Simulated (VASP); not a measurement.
Output of a VASP run:

### OUTCAR
```
 ion  position               nearest neighbor table
   1  0.000  0.000  0.000-
  LATTYP: Found a body centered cubic cell.
 ALAT       =     4.0071269138
 Subroutine PRICEL returns:
 Original cell was already a primitive cell.
 Subroutine GETGRP returns: Found 48 space group operations
The static configuration has the point symmetry O_h .
The dynamic configuration has the point symmetry O_h .
 Subroutine INISYM returns: Found 48 space group operations
 Subroutine IBZKPT returns following result:
 Found    104 irreducible k-points:

 Following reciprocal coordinates:
            Coordinates               Weight
  0.000000  0.000000  0.000000      1.000000
  0.071429  0.000000  0.000000     12.000000
  0.142857  0.000000  0.000000     12.000000
  0.214286  0.000000  0.000000     12.000000
  0.285714  0.000000  0.000000     12.000000
  0.357143  0.000000  0.000000     12.000000
  0.428571  0.000000  0.000000     12.000000
  0.500000  0.000000  0.000000      6.000000
  0.071429  0.071429  0.000000     24.000000
  0.142857  0.071429 -0.000000     48.000000
  0.214286  0.071429  0.000000     48.000000
  0.285714  0.071429  0.000000     48.000000
  0.357143  0.071429  0.000000     48.000000
  0.428571  0.071429  0.000000     48.000000
  0.142857  0.142857  0.000000     24.000000
  0.214286  0.142857  0.000000     48.000000
  0.285714  0.142857 -0.000000     48.000000
  0.357143  0.142857 -0.000000     48.000000
  0.428571  0.142857  0.000000     24.000000
  0.214286  0.214286  0.000000     24.000000
  0.285714  0.214286 -0.000000     48.000000
  0.357143  0.214286 -0.000000     48.000000
  0.285714  0.285714  0.000000     24.000000
  0.357143  0.285714 -0.000000     24.000000
  0.071429  0.071429  0.071429      8.000000
  0.142857  0.071429  0.071429     24.000000
  0.214286  0.071429  0.071429     24.000000
  0.285714  0.071429  0.071429     24.000000
  0.357143  0.071429  0.071429     24.000000
  0.428571  0.071429  0.071429     12.000000
 -0.071429  0.071429  0.071429      6.000000
  0.142857  0.142857  0.071429     24.000000
  0.214286  0.142857  0.071429     48.000000
  0.285714  0.142857  0.071429     48.000000
  0.357143  0.142857  0.071429     48.000000
 -0.142857  0.142857  0.071429     24.000000
  0.214286  0.214286  0.071429     24.000000
  0.285714  0.214286  0.071429     48.000000
  0.357143  0.214286  0.071429     24.000000
 -0.214286  0.214286  0.071429     24.000000
   k-points           NKPTS =    104   k-points in BZ     NKDIM =    104   number of bands    NBANDS=      8
   number of dos      NEDOS =    601   number of ions     NIONS =      1
   total plane-waves  NPLWV =  13824
   dimension x,y,z NGX =    24 NGY =   24 NGZ =   24
   dimension x,y,z NGXF=    48 NGYF=   48 NGZF=   48
   ions per type =               1
   PREC   = accura    normal or accurate (medium, high low for compatibility)
   ISTART =      0    job   : 0-new  1-cont  2-samecut
   ICHARG =      2    charge: 1-file 2-atom 10-const
   ISPIN  =      1    spin polarized calculation?
   LNONCOLLINEAR =      F non collinear calculations
   LSORBIT =      F    spin-orbit coupling
   INIWAV =      1    electr: 0-lowe 1-rand  2-diag
   ENCUT  =  400.0 eV  29.40 Ry    5.42 a.u.   5.66  5.66  5.66*2*pi/ulx,y,z
   NELM   =    100;   NELMIN=  2; NELMDL= -5     # of ELM steps
   EDIFF  = 0.1E-06   stopping-criterion for ELM
   LREAL  =      F    real-space projection
   NLSPLINE    = F    spline interpolate recip. space projectors
   LMAXMIX     =    6 max onsite mixed and CHGCAR
   VOSKOWN=      0    Vosko Wilk Nusair interpolation
   EDIFFG = 0.1E-05   stopping-criterion for IOM
   NSW    =      0    number of steps for IOM
   NBLOCK =      1;   KBLOCK =      1    inner block; outer block
   IBRION =     -1    ionic relax: 0-MD 1-quasi-New 2-CG
   NFREE  =      0    steps in history (QN), initial steepest desc. (CG)
...
```

### OSZICAR
```
       N       E                     dE             d eps       ncg     rms          rms(c)
DAV:   1    -0.238173742784E+02   -0.23817E+02   -0.42165E+03  1672   0.781E+02
DAV:   2    -0.327623475334E+02   -0.89450E+01   -0.87247E+01  2224   0.102E+02
DAV:   3    -0.329918741383E+02   -0.22953E+00   -0.22196E+00  2312   0.105E+01
DAV:   4    -0.329936165682E+02   -0.17424E-02   -0.17460E-02  2576   0.880E-01
DAV:   5    -0.329936198873E+02   -0.33191E-05   -0.32815E-05  2336   0.305E-02    0.206E+01
DAV:   6    -0.316776330341E+02    0.13160E+01   -0.45571E-01  1680   0.706E+00    0.109E+01
DAV:   7    -0.319368960148E+02   -0.25926E+00   -0.21232E-01  1664   0.559E+00    0.201E+00
DAV:   8    -0.317217397143E+02    0.21516E+00   -0.19057E-01  1696   0.481E+00    0.596E-01
DAV:   9    -0.318534900482E+02   -0.13175E+00   -0.33255E-02  2168   0.202E+00    0.228E-01
DAV:  10    -0.318539828851E+02   -0.49284E-03   -0.31450E-04  2592   0.169E-01    0.232E-01
DAV:  11    -0.318541101255E+02   -0.12724E-03   -0.96815E-07  2208   0.864E-03    0.236E-01
DAV:  12    -0.318645741632E+02   -0.10464E-01   -0.15175E-03  1664   0.439E-01    0.108E-01
DAV:  13    -0.318545643184E+02    0.10010E-01   -0.23334E-03  1680   0.446E-01    0.147E-01
DAV:  14    -0.318550506697E+02   -0.48635E-03   -0.13566E-04  1712   0.128E-01    0.135E-01
DAV:  15    -0.318546270540E+02    0.42362E-03   -0.79092E-05  1680   0.988E-02    0.868E-02
DAV:  16    -0.318546248852E+02    0.21688E-05   -0.14579E-05  2360   0.366E-02    0.618E-02
DAV:  17    -0.318546293971E+02   -0.45118E-05   -0.16295E-06  2384   0.120E-02    0.529E-02
DAV:  18    -0.318546110567E+02    0.18340E-04   -0.25594E-05  1696   0.463E-02    0.212E-02
DAV:  19    -0.318546200250E+02   -0.89684E-05   -0.90470E-06  2552   0.250E-02    0.180E-02
DAV:  20    -0.318546154965E+02    0.45285E-05   -0.99734E-07  1744   0.834E-03    0.122E-02
DAV:  21    -0.318546150376E+02    0.45890E-06   -0.50335E-08   960   0.241E-03    0.930E-03
DAV:  22    -0.318546159870E+02   -0.94937E-06   -0.86773E-08  1424   0.282E-03    0.654E-03
DAV:  23    -0.318546158733E+02    0.11372E-06   -0.67730E-08  1040   0.243E-03    0.246E-03
DAV:  24    -0.318546160352E+02   -0.16188E-06   -0.11317E-08   848   0.127E-03    0.160E-03
DAV:  25    -0.318546161134E+02   -0.78265E-07   -0.10825E-08   864   0.103E-03
   1 F= -.31854616E+02 E0= -.31854616E+02  d E =0.000000E+00
       N       E                     dE             ncg
```

**OUTCAR**
```
------------------------ aborting loop because EDIFF is reached ----------------------------------------
  FORCE on cell =-STRESS in cart. coord.  units (eV):
  Direction    XX          YY          ZZ          XY          YZ          ZX
  --------------------------------------------------------------------------------------
  Total       -0.0163663     -0.0163663     -0.0163663      0.0000000      0.0000000      0.0000000
  in kB       -0.8150646     -0.8150646     -0.8150646      0.0000000      0.0000000      0.0000000
  external PRESSURE =      -0.8150646 kB  Pullay stress =       0.0000000 kB
  volume of cell :       32.17
      direct lattice vectors                 reciprocal lattice vectors
    -2.003563457  2.003563457  2.003563457     0.000000000  0.249555360  0.249555360
     2.003563457 -2.003563457  2.003563457     0.249555360  0.000000000  0.249555360
     2.003563457  2.003563457 -2.003563457     0.249555360  0.249555360  0.000000000
 POSITION                                       TOTAL-FORCE (eV/Angst)
 -----------------------------------------------------------------------------------
      0.00000      0.00000      0.00000         0.000000      0.000000     -0.000000
 -----------------------------------------------------------------------------------
    total drift:                                0.000000      0.000000      0.000000
  FREE ENERGIE OF THE ION-ELECTRON SYSTEM (eV)
  ---------------------------------------------------
  free  energy   TOTEN  =       -31.8546161134 eV

  energy  without entropy=      -31.8546161134  energy(sigma->0) =      -31.85461611

 total charge

# of ion       s       p       d       tot
------------------------------------------
    1        0.450   6.424   1.082   7.956
```
(Selected blocks of OUTCAR.)

**POSCAR**
```
Dy
1
   -2.0035634569     2.0035634569     2.0035634569
    2.0035634569    -2.0035634569     2.0035634569
    2.0035634569     2.0035634569    -2.0035634569
Dy
1
Direct
  0.0000000000   0.0000000000   0.0000000000
```

Task: Write an INCAR and KPOINTS that could have produced this output.

Result: One answer among several that fit: the input of the run itself, r2SCAN meta-GGA, plane waves, VASP's PBE PAW potentials (set 64).

KPOINTS_OPT:
```
k-points along high-symmetry lines
10
Line-mode
Reciprocal
  0.000000   0.000000   0.000000 ! GAMMA
  0.500000  -0.500000   0.500000 ! H

  0.500000  -0.500000   0.500000 ! H
  0.000000   0.000000   0.500000 ! N

  0.000000   0.000000   0.500000 ! N
  0.000000   0.000000   0.000000 ! GAMMA

  0.000000   0.000000   0.000000 ! GAMMA
  0.250000   0.250000   0.250000 ! P

  0.250000   0.250000   0.250000 ! P
  0.500000  -0.500000   0.500000 ! H

  0.250000   0.250000   0.250000 ! P
  0.000000   0.000000   0.500000 ! N
```

### KPOINTS
```
Regular mesh
0
gamma
 14 14 14
0 0 0
```

### INCAR
```
SYSTEM = Dy
PREC = Accurate
ENCUT = 400
EDIFF = 1E-7
NELM = 100
ALGO = Normal
LREAL = .FALSE.
LASPH = .TRUE.
ISMEAR = -5
METAGGA = R2SCAN
LMIXTAU = .TRUE.
LMAXMIX = 6
LWAVE = .FALSE.
LCHARG = .FALSE.
LORBIT = 11
NEDOS = 601
ISIF = 2
```

POTCAR, in this order: Dy_3 (PBE.64 set). Program: vasp_std.

The 4f electrons are frozen in the core of the lanthanide potential, so 4f levels, which can set the real gap, and their magnetism are missing. For a metal the tetrahedron method with Blöchl corrections gives inexact stress and forces.

The structure was generated: Dy was put into the bcc type (Im-3m), which need not be its known phase. It was relaxed first.
